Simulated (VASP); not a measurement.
## A VASP study of Si2Mo (r2SCAN): structure first, properties next

Wanted: the relaxed cell of Si2Mo and its properties. The steps: rough relaxation of the start cell, full relaxation (r2SCAN), single point with fields (r2SCAN), bands along the symmetry lines (r2SCAN), total and projected DOS (r2SCAN), zone-centre phonons (r2SCAN) and bands along the symmetry lines (r2SCAN + SOC). The start cell is built, not measured: it takes the structure of COD entry 1532195, Si2W (space group 139 there), with some of its atoms replaced by other elements, volume scaled by an estimate.

Main program and level: VASP 6.6.1; r2SCAN; plane waves and PAW (Mo_sv, Si).

The experiments to compare with:

For MoSi2, tetragonal MoSi2-type (Czochralski-grown material), “Giant magnetoresistance, Fermi surface topology, Shoenberg effect and vanishing quantum oscillations in type-II Dirac semimetal candidates MoSi2 and WSi2” (2022, arxiv:2202.05362) gives, by powder X-ray diffraction: lattice constant a 3.20519 Å; lattice constant c 7.84461 Å.

Most raw output is cut from this account.

## 1. Starting point

Before any relaxation, the start is as follows. It takes space group I4/mmm (No. 139, tetragonal). Conventional cell: a = 3.183 Å, b = 3.183 Å, c = 7.754 Å, α = 90.00°, β = 90.00°, γ = 90.00°. Nearest to Mo lie 10 Si at 2.59 to 2.60 Å. Nearest to Si lie 5 Si at 2.56 to 2.61 Å and 5 Mo at 2.59 to 2.60 Å. It derives from Si2W. it takes the structure of COD entry 1532195, Si2W (space group 139 there), with some of its atoms replaced by other elements, volume scaled by an estimate. Farther neighbours are not listed.

Structure file:

```cif
data_structure
_symmetry_space_group_name_H-M 'P 1'
_symmetry_Int_Tables_number 1
_cell_length_a 4.4829
_cell_length_b 4.4829
_cell_length_c 4.4829
_cell_angle_alpha 138.415
_cell_angle_beta 138.415
_cell_angle_gamma 60.268
_cell_volume 39.27
loop_
_atom_site_label
_atom_site_type_symbol
_atom_site_fract_x
_atom_site_fract_y
_atom_site_fract_z
_atom_site_occupancy
Mo1 Mo 0.00000 0.00000 0.00000 1
Si2 Si 0.33470 0.33470 0.00000 1
Si3 Si 0.66530 0.66530 0.00000 1
```

## 2. Rough relaxation of the start cell

The start is only an estimate, so a cheap relaxation brings it near a minimum before any careful run. r2SCAN adds the kinetic-energy density, costs more than a GGA and is run with LASPH.

INCAR reads:

```
SYSTEM = Si2Mo
PREC = Normal
ENCUT = 400
EDIFF = 1E-05
NELM = 60
ISMEAR = 0
SIGMA = 0.05
LREAL = .FALSE.
ALGO = Normal
METAGGA = R2SCAN
LASPH = .TRUE.
NBANDS = 17
LORBIT = 11
LWAVE = .FALSE.
LCHARG = .FALSE.
IBRION = 2
NSW = 40
ISIF = 3
EDIFFG = -0.04
```

POSCAR reads:

```
Si2Mo
1.0
   -1.5913650000      1.5913650000      3.8771010000
    1.5913650000     -1.5913650000      3.8771010000
    1.5913650000      1.5913650000     -3.8771010000
Mo Si
1 2
Direct
    0.0000000000      0.0000000000      0.0000000000
    0.3347000000      0.3347000000      0.0000000000
    0.6653000000      0.6653000000      0.0000000000
```

KPOINTS reads:

```
Automatic mesh
0
Gamma
7 7 7
0 0 0
```

Potentials, in the order of the species: Mo_sv and Si (PBE family, release 64).

Command:

```console
$ mpirun -np 1 vasp_std
```

Run time: 67 s. Hardware: 1 MPI rank of Intel Xeon 6975P-C (Granite Rapids), shared host; peak memory 0.15 GiB.

The k-mesh is coarse for a metal. This relaxation is a rough one on cheap settings, only to bring the start near its minimum. The PAW data sets were made with PBE, which is usual practice but a small mismatch for other functionals. The run keeps the 16 symmetry operations of its start, so it cannot find a distortion of lower symmetry.

Step by step:

```
step  energy less that of the first step (eV)  largest force (eV/Å)  pressure (GPa)  volume (Å³)
   1                                   0.0000                0.0314            4.78        39.27
   2                                   0.0248                0.1496           -7.53        41.53
   3                                  -0.0119                0.0735           -0.01        40.07
   4                                  -0.0121                0.0078            0.00        40.09
```

```
conventional cell, symmetrised  before  after  change
                         a (Å)   3.183  3.202  +0.6 %
                         b (Å)   3.183  3.202  +0.6 %
                         c (Å)   7.754  7.818  +0.8 %
              volume (Å³/atom)   13.09  13.36  +2.1 %
```

The relaxed structure:

```xyz
3
Lattice="-1.6011 1.6011 3.9092 1.6011 -1.6011 3.9092 1.6011 1.6011 -3.9092" Properties=species:S:1:pos:R:3 pbc="T T T"
Mo    0.0000    0.0000    0.0000
Si    0.0000    0.0000    2.6205
Si    0.0000    0.0000    5.1979
```

This step gave:

| Property | Result |
| --- | --- |
| electrons | 22 |
| bands | 17 |
| irreducible k-points | 40 |
| symmetry operations | 16 |
| free energy (TOTEN) | -45.02 eV |
| energy at zero smearing | -45.02 eV |
| Fermi energy | 12.35 eV |
| pressure | -0.003927 GPa |
| metallic | yes |
| SCF cycles over all ionic steps | 29 |

It ends with a largest force of 0.008 eV/Å and a pressure of 0.00 GPa.

## 3. Full relaxation (r2SCAN)

Properties are meant for the cell that this level of theory prefers, so cell and atoms are relaxed first (ISIF = 3) until forces and stress are small; EDIFFG sets the threshold.

INCAR reads:

```
SYSTEM = Si2Mo
PREC = Accurate
ENCUT = 400
EDIFF = 1E-06
NELM = 100
ISMEAR = 0
SIGMA = 0.05
LREAL = .FALSE.
ALGO = Normal
METAGGA = R2SCAN
LASPH = .TRUE.
NBANDS = 17
LORBIT = 11
LWAVE = .FALSE.
LCHARG = .FALSE.
IBRION = 2
NSW = 60
ISIF = 3
EDIFFG = -0.01
```

POSCAR reads:

```
Si2Mo
1.0
   -1.6011215520      1.6011215520      3.9091814693
    1.6011215520     -1.6011215520      3.9091814693
    1.6011215520      1.6011215520     -3.9091814693
Mo Si
1 2
Direct
    0.0000000000      0.0000000000      0.0000000000
    0.3351696015      0.3351696015      0.0000000000
    0.6648303985      0.6648303985      0.0000000000
```

KPOINTS reads:

```
Automatic mesh
0
Gamma
10 10 10
0 0 0
```

Command:

```console
$ mpirun -np 1 vasp_std
```

Run time: 10 min. Hardware: 1 MPI rank; peak memory 0.21 GiB.

Little changed from the start: no atom moved by 0.005 Å and no cell edge by 0.1 %.

This step gave:

```yaml
irreducible_k_points: 102
fermi_energy: 12.19 eV
pressure: -0.02391 GPa
```

It ends with forces under 0.001 eV/Å and a pressure of -0.02 GPa.

## 4. Single point with fields (r2SCAN)

The relaxed cell gets a fresh self-consistent run, on a basis set for its own volume, to fix the density and to check the remaining stress.

Edit INCAR of step 3 so:

```diff
@@ -14,6 +14,5 @@
 LWAVE = .FALSE.
-LCHARG = .FALSE.
-IBRION = 2
-NSW = 60
-ISIF = 3
-EDIFFG = -0.01
+LCHARG = .TRUE.
+ISIF = 2
+LELF = .TRUE.
+LVHAR = .TRUE.
```

POSCAR reads:

```
Si2Mo
1.0
   -1.6015323554      1.6015323554      3.9083924648
    1.6015323554     -1.6015323554      3.9083924648
    1.6015323554      1.6015323554     -3.9083924648
Mo Si
1 2
Direct
    0.0000000000      0.0000000000      0.0000000000
    0.3354524068      0.3354524068      0.0000000000
    0.6645475932      0.6645475932      0.0000000000
```

KPOINTS is that of step 3.

Command:

```console
$ mpirun -np 1 vasp_std
```

It took 4.2 min on 1 MPI rank; peak memory 0.19 GiB.

Numbers from this step:

* SCF cycles: 14
* pressure: -0.01735 GPa

Valence electrons inside each PAW sphere by angular momentum. Sphere charges, by row:

```
atom  s (e)  p (e)  d (e)  tot (e)
 Mo1  2.282  6.217  4.165    12.66
 Si2   0.73  0.892      0    1.622
 Si3   0.73  0.892      0    1.622
```

ELF in the ac plane of the conventional cell at fractional y = 0.000, with atoms of Mo and Si within 0.2 Å of it. It is the smooth field of the valence electrons, not physical close to the nuclei.

Values, 24 rows by 14 columns, each cell a mean:
```
0.52 0.63 0.69 0.52 0.24 0.16 0.27 0.33 0.24 0.16 0.31 0.60 0.70 0.61
0.65 0.64 0.55 0.37 0.22 0.23 0.33 0.38 0.31 0.21 0.24 0.43 0.60 0.65
0.36 0.35 0.31 0.26 0.25 0.30 0.36 0.38 0.35 0.28 0.24 0.26 0.31 0.35
0.35 0.35 0.35 0.35 0.34 0.31 0.30 0.29 0.30 0.32 0.34 0.36 0.36 0.36
0.66 0.64 0.60 0.52 0.40 0.27 0.19 0.17 0.21 0.31 0.44 0.55 0.62 0.65
0.72 0.71 0.67 0.58 0.42 0.24 0.14 0.11 0.15 0.29 0.47 0.61 0.68 0.71
0.40 0.43 0.49 0.52 0.44 0.28 0.17 0.13 0.19 0.33 0.47 0.51 0.46 0.41
0.10 0.16 0.34 0.49 0.52 0.40 0.28 0.24 0.31 0.45 0.53 0.45 0.27 0.14
0.11 0.20 0.42 0.59 0.63 0.52 0.41 0.36 0.43 0.57 0.63 0.56 0.35 0.17
0.30 0.39 0.56 0.66 0.65 0.54 0.44 0.40 0.46 0.58 0.66 0.65 0.52 0.36
0.48 0.52 0.58 0.60 0.56 0.47 0.40 0.37 0.41 0.50 0.57 0.60 0.57 0.51
0.50 0.51 0.52 0.51 0.47 0.41 0.36 0.34 0.37 0.43 0.48 0.51 0.52 0.51
0.50 0.52 0.55 0.55 0.50 0.43 0.37 0.35 0.39 0.46 0.52 0.55 0.54 0.52
0.41 0.48 0.60 0.65 0.61 0.52 0.43 0.40 0.45 0.55 0.63 0.63 0.56 0.45
0.18 0.29 0.50 0.64 0.65 0.55 0.44 0.39 0.46 0.59 0.66 0.61 0.43 0.25
0.07 0.15 0.35 0.53 0.57 0.47 0.35 0.30 0.37 0.52 0.58 0.49 0.28 0.12
0.20 0.26 0.38 0.48 0.47 0.33 0.21 0.17 0.24 0.38 0.49 0.47 0.34 0.25
0.61 0.60 0.60 0.55 0.43 0.25 0.14 0.11 0.16 0.30 0.47 0.58 0.61 0.61
0.74 0.72 0.67 0.57 0.41 0.25 0.16 0.13 0.17 0.30 0.46 0.60 0.69 0.73
0.50 0.50 0.48 0.44 0.37 0.30 0.25 0.23 0.26 0.32 0.39 0.45 0.48 0.50
0.27 0.28 0.28 0.28 0.29 0.32 0.34 0.35 0.34 0.31 0.29 0.28 0.28 0.28
0.55 0.52 0.42 0.29 0.22 0.27 0.35 0.39 0.33 0.24 0.23 0.33 0.47 0.53
0.64 0.68 0.66 0.46 0.23 0.19 0.30 0.36 0.27 0.18 0.28 0.54 0.68 0.66
0.36 0.56 0.70 0.55 0.25 0.15 0.25 0.32 0.22 0.15 0.33 0.62 0.67 0.49
```
Columns run along a (3.2 Å), rows up along c (7.8 Å), edges of the conventional cell, whose origin can differ from the input's. Atoms in or near the plane, at fractional coordinates: Mo at (0.00, 0.00), Si at (0.00, 0.34), Si at (0.00, 0.66).

Valence density in the ac plane of the conventional cell at fractional y = 0.000, with atoms of Mo and Si within 0.2 Å of it. It is the smooth field of the valence electrons, not physical close to the nuclei.

Values in e/Å³, 24 rows by 14 columns, each cell a mean:
```
 7.0  6.3  4.2  1.9  0.7  0.3  0.2  0.2  0.3  0.4  0.9  2.5  5.0  6.6
 3.9  3.3  2.1  1.0  0.5  0.3  0.2  0.2  0.3  0.3  0.6  1.2  2.5  3.5
 1.1  0.9  0.7  0.4  0.3  0.3  0.2  0.2  0.2  0.3  0.3  0.5  0.8  1.0
 0.4  0.4  0.4  0.3  0.3  0.2  0.2  0.2  0.2  0.2  0.3  0.3  0.4  0.4
 0.4  0.4  0.4  0.3  0.2  0.2  0.2  0.2  0.2  0.2  0.3  0.3  0.4  0.4
 0.4  0.4  0.4  0.3  0.3  0.2  0.2  0.1  0.2  0.2  0.3  0.4  0.4  0.4
 0.2  0.3  0.3  0.4  0.3  0.2  0.2  0.2  0.2  0.2  0.3  0.4  0.3  0.2
-0.1  0.0  0.3  0.4  0.3  0.2  0.2  0.2  0.2  0.3  0.3  0.3  0.2  0.0
 0.0  0.1  0.3  0.4  0.4  0.3  0.2  0.2  0.2  0.3  0.4  0.4  0.3  0.1
 0.3  0.3  0.4  0.4  0.4  0.3  0.2  0.2  0.3  0.3  0.4  0.4  0.4  0.3
 0.4  0.4  0.4  0.3  0.3  0.3  0.2  0.2  0.2  0.3  0.3  0.4  0.4  0.4
 0.3  0.3  0.3  0.3  0.3  0.3  0.2  0.2  0.2  0.3  0.3  0.3  0.3  0.3
 0.4  0.4  0.3  0.3  0.3  0.3  0.2  0.2  0.2  0.3  0.3  0.3  0.4  0.4
 0.4  0.4  0.4  0.4  0.3  0.3  0.2  0.2  0.3  0.3  0.3  0.4  0.4  0.4
 0.1  0.2  0.4  0.4  0.4  0.3  0.2  0.2  0.3  0.3  0.4  0.4  0.3  0.2
-0.1  0.0  0.3  0.4  0.3  0.3  0.2  0.2  0.2  0.3  0.4  0.4  0.2  0.0
 0.0  0.1  0.3  0.3  0.3  0.2  0.2  0.2  0.2  0.3  0.3  0.3  0.2  0.1
 0.4  0.4  0.4  0.3  0.3  0.2  0.2  0.1  0.2  0.2  0.3  0.4  0.4  0.4
 0.5  0.4  0.4  0.3  0.3  0.2  0.2  0.2  0.2  0.2  0.3  0.3  0.4  0.4
 0.4  0.4  0.3  0.3  0.2  0.2  0.2  0.2  0.2  0.2  0.3  0.3  0.4  0.4
 0.6  0.6  0.4  0.3  0.3  0.2  0.2  0.2  0.2  0.2  0.3  0.4  0.5  0.6
 2.3  1.9  1.2  0.6  0.4  0.3  0.2  0.2  0.2  0.3  0.4  0.8  1.5  2.0
 5.8  5.1  3.2  1.5  0.6  0.3  0.2  0.2  0.3  0.4  0.7  1.9  3.9  5.4
 7.4  6.9  4.8  2.2  0.8  0.3  0.2  0.2  0.3  0.4  1.0  2.9  5.6  7.1
```
Columns run along a (3.2 Å), rows up along c (7.8 Å), edges of the conventional cell, whose origin can differ from the input's. Atoms in or near the plane, at fractional coordinates: Mo at (0.00, 0.00), Si at (0.00, 0.34), Si at (0.00, 0.66).

Electrostatic potential energy in the ac plane of the conventional cell at fractional y = 0.000, with atoms of Mo and Si within 0.2 Å of it. With pseudopotentials it is smooth inside the atoms' cores, unlike the true potential.

Ten even steps from '0' (-92 eV) to '9' (1 eV), each cell a mean:
```
23457999997532
44578999998654
77899999999877
99999999999999
99999999999999
67899999999987
12589999998742
00368999998510
00379999998620
34689999999864
88999999999988
99999999999999
99999999999999
67899999999876
12579999998741
00268999998510
01479999998620
45789999999865
88999999999998
99999999999999
88999999999988
55689999999765
33468999997543
22357999986432
```
Columns run along a (3.2 Å; values clipped at the 3rd and 97th percentile), rows up along c (7.8 Å), edges of the conventional cell, whose origin can differ from the input's. Atoms in or near the plane, at fractional coordinates: Mo at (0.00, 0.00), Si at (0.00, 0.34), Si at (0.00, 0.66).

In this run the pressure is -0.02 GPa, small enough to go on.

## 5. Bands along the symmetry lines (r2SCAN)

The mesh alone shows little of the dispersion and can miss band extrema, so KPOINTS_OPT adds a path through the symmetry points after the self-consistent cycle.

Edit INCAR of step 4 so:

```diff
@@ -11,8 +11,5 @@
 LASPH = .TRUE.
-NBANDS = 17
+NBANDS = 24
 LORBIT = 11
 LWAVE = .FALSE.
-LCHARG = .TRUE.
-ISIF = 2
-LELF = .TRUE.
-LVHAR = .TRUE.
+LCHARG = .FALSE.
```

POSCAR is that of step 4.

KPOINTS is that of step 4.

KPOINTS_OPT reads:

```
Line mode
16
Line-mode
Reciprocal
  0.00000000   0.00000000   0.00000000 GAMMA
  0.50000000  -0.50000000   0.00000000 X

  0.50000000  -0.50000000   0.00000000 X
  0.50000000  -0.50000000   0.08395472 Y

  0.50000000  -0.50000000   0.08395472 Y
  0.29197736  -0.29197736   0.29197736 S

  0.29197736  -0.29197736   0.29197736 S
  0.00000000   0.00000000   0.00000000 GAMMA

  0.00000000   0.00000000   0.00000000 GAMMA
  0.50000000   0.50000000  -0.50000000 Z

  0.50000000   0.50000000  -0.50000000 Z
  0.70802264   0.29197736  -0.29197736 S1

  0.70802264   0.29197736  -0.29197736 S1
  0.50000000   0.00000000   0.00000000 N

  0.50000000   0.00000000   0.00000000 N
  0.75000000  -0.25000000  -0.25000000 P

  0.75000000  -0.25000000  -0.25000000 P
  0.91604528   0.08395472  -0.50000000 Y1

  0.91604528   0.08395472  -0.50000000 Y1
  0.50000000   0.50000000  -0.50000000 Z

  0.50000000  -0.50000000   0.00000000 X
  0.75000000  -0.25000000  -0.25000000 P
```

Command:

```console
$ mpirun -np 1 vasp_std
```

The job ended after 10 min (1 MPI rank; peak memory 0.24 GiB).

Spin-orbit coupling is off here; it would split degenerate levels.

This step gave:

```
bands    : 24
pressure : -0.01464 GPa
```

The electronic bands at the labelled points (eV, zero at the Fermi level; # counts the bands kept):

```
          point     #3     #4     #5     #6     #7    #8    #9   #10
              Γ  -3.01  -2.70  -2.70   0.45   3.52  3.57  3.75  3.75
0.47 of the way  -5.21  -2.75  -2.53  -1.52   3.09  3.73  4.07  4.09
              X  -5.26  -4.61  -3.14  -1.30   2.70  3.12  3.55  3.72
0.47 of the way  -4.83  -4.60  -3.11  -1.45   2.54  2.98  3.10  4.39
              Y  -4.62  -3.85  -3.00  -1.88   2.12  2.37  2.99  5.33
0.53 of the way  -3.17  -2.75  -2.52  -1.22   1.59  2.51  2.80  4.48
              S  -2.78  -2.59  -2.29  -0.34   1.84  3.29  3.92  5.02
0.47 of the way  -3.69  -2.29  -1.94  -1.74   1.94  2.67  4.30  5.07
              Γ  -3.01  -2.70  -2.70   0.45   3.52  3.57  3.75  3.75
0.47 of the way  -2.20  -2.20  -2.14   0.51   2.03  2.03  2.37  4.60
              Z  -2.15  -0.50  -0.50  -0.47  -0.47  0.60  5.28  5.90
0.47 of the way  -2.53  -1.56  -1.26  -0.35   0.20  1.72  4.99  6.18
             S1  -2.78  -2.59  -2.29  -0.34   1.84  3.29  3.92  5.02
0.47 of the way  -3.40  -2.65  -2.49  -0.43   2.31  3.69  3.69  4.73
              N  -4.72  -2.69  -2.56  -0.45   2.63  3.37  4.57  4.58
0.53 of the way  -3.75  -3.34  -1.99  -1.92   0.67  2.54  3.68  4.41
              P  -6.34  -2.78  -2.15  -2.15   0.62  2.70  4.37  4.37
0.47 of the way  -5.56  -3.43  -2.76  -1.72   1.44  2.56  3.92  4.55
             Y1  -4.62  -3.85  -3.00  -1.88   2.12  2.37  2.99  5.33
0.53 of the way  -4.42  -1.65  -1.56  -0.64   0.20  1.73  4.58  6.11
              Z  -2.15  -0.50  -0.50  -0.47  -0.47  0.60  5.28  5.90
      jump to X  -5.26  -4.61  -3.14  -1.30   2.70  3.12  3.55  3.72
0.53 of the way  -6.01  -3.51  -2.78  -1.58   1.52  2.70  3.93  4.45
              P  -6.34  -2.78  -2.15  -2.15   0.62  2.70  4.37  4.37
```

Of the projections kept (Mo, Si), the largest for each band there; the rest of the weight can lie on other orbitals:

```
point       #3       #4       #5       #6       #7       #8       #9      #10
    Γ  Mo 1.00  Mo 0.68  Mo 0.68  Mo 1.00        -  Si 0.84  Si 0.77  Si 0.77
    X  Si 0.95  Mo 0.59  Mo 0.86  Si 0.55  Mo 1.00  Mo 0.90  Si 0.85  Mo 0.89
    Y  Mo 0.56  Si 0.71  Mo 0.86  Mo 0.64  Mo 0.99  Mo 0.51  Mo 0.87  Mo 0.64
    S  Mo 0.85  Mo 0.80  Mo 0.73  Mo 0.99  Mo 0.94  Mo 0.85  Si 0.51  Si 0.90
    Γ  Mo 1.00  Mo 0.68  Mo 0.68  Mo 1.00        -  Si 0.84  Si 0.77  Si 0.77
    Z  Mo 0.92  Mo 0.94  Mo 0.94  Si 0.90  Si 0.90  Mo 1.00  Si 0.99  Si 0.72
```

There is no gap at this level.

## 6. Total and projected DOS (r2SCAN)

Here the states are counted by energy and projected on the atoms. The mesh is finer than in the run before.

Edit INCAR of step 5 so:

```diff
@@ -5,3 +5,3 @@
 NELM = 100
-ISMEAR = 0
+ISMEAR = -5
 SIGMA = 0.05
@@ -15 +15,2 @@
 LCHARG = .FALSE.
+NEDOS = 2001
```

POSCAR is that of step 5.

KPOINTS reads:

```
Automatic mesh
0
Gamma
14 14 14
0 0 0
```

Command:

```console
$ mpirun -np 1 vasp_std
```

It took 12 min on 1 MPI rank; peak memory 0.27 GiB.

With tetrahedra the forces and stress of a metal are not exact derivatives of the energy.

This step gave:

```yaml
irreducible_k_points: 244
fermi_energy: 12.28 eV
pressure: -0.01363 GPa
dos_at_the_fermi_level: 0.2051 states/eV/cell
```

(Part 1 of 2 ends here.)

[Lines on the potential files, build, host, timing and source positions are cut from VASP's logs without a mark.]

[Logs are printed without paths, hosts, clocks, repeated set-up lines and the standing remarks that a program may print on its own settings, such as how far it seeks lower states.]

[Hosts, paths, dates, database ids (printed as entryN), source tags and the programs' standing remarks are cut or masked in the printed files.]

[A measured line is paired with the nearest computed mode of its activity, which favours agreement.]
